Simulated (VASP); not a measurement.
Calculation: PBEsol GGA, VASP's PBE PAW potentials (set 64) (plane waves; VASP 6.6.1).

VASP input:

INCAR:
```
# general
SYSTEM   =  Au atom
PREC     =  Normal
ENCUT    =  520
LREAL    =  F
LASPH    =  T
ISYM     =  0

# electronic loop
EDIFF    =  1E-6
NELM     =  200
ALGO     =  All
LMAXMIX  =  6

# smearing
ISMEAR   =  0
SIGMA    =  0.01

# functional
GGA      =  PS

# spin
ISPIN    =  2
MAGMOM   =  1
NUPDOWN  =  1

# output
LWAVE    =  F
LCHARG   =  F
LORBIT   =  10
```

File KPOINTS:
```
Automatic mesh
0
Gamma
1 1 1
0 0 0
```

File POSCAR:
```
Au atom
1
   12.0000000000     0.0000000000     0.0000000000
    0.0000000000    12.5000000000     0.0000000000
    0.0000000000     0.0000000000    13.0000000000
Au
1
Direct
  0.0000000000   0.0000000000   0.0000000000
```

POTCAR, in this order: Au (PBE.64 set). Program: vasp_gam. Read from the step before: WAVECAR.

What VASP printed:

File OSZICAR:
```
       N       E                     dE             d eps       ncg     rms           ort
SDA:   1    -0.201288657008E+00   -0.20129E+00    0.00000E+00    10   0.557E-02   0.000E+00
CGA:   2    -0.203076224392E+00   -0.17876E-02   -0.17858E-02    10   0.707E-03   0.147E-04
CGA:   3    -0.203233265084E+00   -0.15704E-03   -0.15694E-03    10   0.166E-03   0.109E-04
CGA:   4    -0.203302203051E+00   -0.68938E-04   -0.68717E-04    10   0.492E-04   0.109E-05
CGA:   5    -0.203324583159E+00   -0.22380E-04   -0.22009E-04    10   0.809E-05   0.174E-05
CGA:   6    -0.203327397509E+00   -0.28144E-05   -0.27625E-05    10   0.178E-05   0.684E-06
CGA:   7    -0.203328025164E+00   -0.62765E-06   -0.64831E-06    10   0.650E-06  -0.277E-06
   1 F= -.20332803E+00 E0= -.20332803E+00  d E =-.830628E-16  mag=     1.0000
```

File OUTCAR:
```
------------------------ aborting loop because EDIFF is reached ----------------------------------------
  FORCE on cell =-STRESS in cart. coord.  units (eV):
  Direction    XX          YY          ZZ          XY          YZ          ZX
  --------------------------------------------------------------------------------------
  Total       -0.0127609     -0.0111172     -0.0129555      0.0000000      0.0000000     -0.0000000
  in kB       -0.0104847     -0.0091342     -0.0106446      0.0000000      0.0000000     -0.0000000
  external PRESSURE =      -0.0100878 kB  Pullay stress =       0.0000000 kB
  volume of cell :     1950.00
      direct lattice vectors                 reciprocal lattice vectors
    12.000000000  0.000000000  0.000000000     0.083333333  0.000000000  0.000000000
     0.000000000 12.500000000  0.000000000     0.000000000  0.080000000  0.000000000
     0.000000000  0.000000000 13.000000000     0.000000000  0.000000000  0.076923077
 POSITION                                       TOTAL-FORCE (eV/Angst)
 -----------------------------------------------------------------------------------
      0.00000      0.00000      0.00000         0.000000     -0.000000      0.000000
 -----------------------------------------------------------------------------------
    total drift:                                0.000000     -0.000000      0.000000
  FREE ENERGIE OF THE ION-ELECTRON SYSTEM (eV)
  ---------------------------------------------------
  free  energy   TOTEN  =        -0.2033280252 eV

  energy  without entropy=       -0.2033280252  energy(sigma->0) =       -0.20332803

 total charge

# of ion       s       p       d       tot
------------------------------------------
    1        0.467   0.000   9.036   9.503

 magnetization (x)

# of ion       s       p       d       tot
------------------------------------------
    1        0.467   0.000  -0.031   0.436
```
(Selected blocks of OUTCAR.)

The atom may not be in its lowest state.

The cell is a free atom in a box.
